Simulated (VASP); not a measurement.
# Na: atomic charges with LDA

Slab: Na, a slab with vacuum.

```
CELL_PARAMETERS angstrom
3.70038 0.00000 0.00000
-1.85019 3.20463 0.00000
0.00000 0.00000 40.07464
ATOMIC_POSITIONS crystal
Na 0.31182 0.63370 0.18608
Na 0.99890 0.00088 0.27237
Na 0.64528 0.31115 0.34329
Na 0.01073 0.00895 0.42447
Na 0.34021 0.67892 0.49975
Na 0.00885 0.01640 0.57807
Na 0.66032 0.34951 0.65528
Na 0.00839 0.00123 0.73455
Na 0.33255 0.67404 0.81191
```

The cell isn't the ideal one: the (0 0 1) slab of Na, cut from the database cell, not relaxed; atoms moved at random, drawn with an rms of 0.1 Å.

```
Program                : VASP 6.6.1
Task                   : atomic charges
Functional             : LDA
Potentials or basis    : VASP PAW LDA potentials, release 64 (Na_pv)
Cutoff                 : 520 eV
k mesh                 : 8 × 8 × 1
Occupations            : tetrahedron
Spin                   : no spin polarisation
Dipole correction      : yes
Further INCAR settings : ALGO = Normal; EDIFF = 1e-06
```

```json
{
 "Largest force": "0.150 eV/Å",
 "Band gap on the k mesh": "none (metal or under the smearing width)",
 "Valence electrons inside the program's atomic spheres": "Na 6.06, 6.07"
}
```

Forces on the atoms (eV/Å):
```
Na   0.000  0.003  0.150
Na  -0.003 -0.010 -0.148
Na   0.006  0.010  0.119
Na  -0.004 -0.003 -0.057
Na   0.001  0.000  0.033
Na  -0.003 -0.001 -0.009
Na   0.006 -0.002  0.022
Na  -0.006  0.003 -0.013
Na   0.003 -0.001 -0.098
```

Levels at points of the mesh, in eV from the Fermi level:
```csv
k point,band 30,band 31,band 32,band 33,band 34,band 35
"(0.00, 0.00, 0.00)",-2.93,-2.61,-2.27,-1.86,-1.32,-0.73
"(0.50, 0.00, 0.00)",0.47,0.54,0.64,0.76,0.93,1.05
"(0.00, 0.50, 0.00)",0.46,0.55,0.65,0.76,0.94,1.04
"(0.50, 0.50, 0.00)",0.46,0.55,0.65,0.76,0.93,1.05
```

Run time: 10 min on 1 thread of Intel(R) Xeon(R) Platinum 8488C (Sapphire Rapids), on a shared host, peak memory 0.63 GiB.

Caveat: tetrahedron occupations give inexact forces and stress in metals.
